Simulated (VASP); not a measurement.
The cell holds one WS2 (2H layered) monolayer, with vacuum along c. Ionisation potential and electron affinity count from the cell's own band edges, surface states included.

Here is the system:

```
CELL_PARAMETERS angstrom
      3.19072     0.00000     0.00000
     -1.59536     2.76325     0.00000
      0.00000     0.00000    19.49161
ATOMIC_POSITIONS crystal
  W  0.66667 0.33333 0.50000
  S  0.33333 0.66667 0.58095
  S  0.33333 0.66667 0.41905
```

Calculation: optB88-vdW, VASP's PBE PAW potentials (set 64) (plane waves; VASP). Run with 400 eV cut-off, 12×12×1 Γ-centred mesh, Gaussian smearing of 0.050 eV, potentials W_sv S.

Unless said otherwise, spin-orbit coupling is left out, though it shifts the bands of the heavy elements here.

Question: Predict its energy to cut it from the bulk, per area, ionisation potential, electron affinity, band gap (on the k-mesh).

Answer: 
- energy to cut it from the bulk, per area: 25.6 meV/Å²
- ionisation potential: 5.97 eV
- electron affinity: 4.15 eV
- band gap (on the k-mesh): 1.82 eV

The cell is a sheet with vacuum, built from WS2 (2H layered).
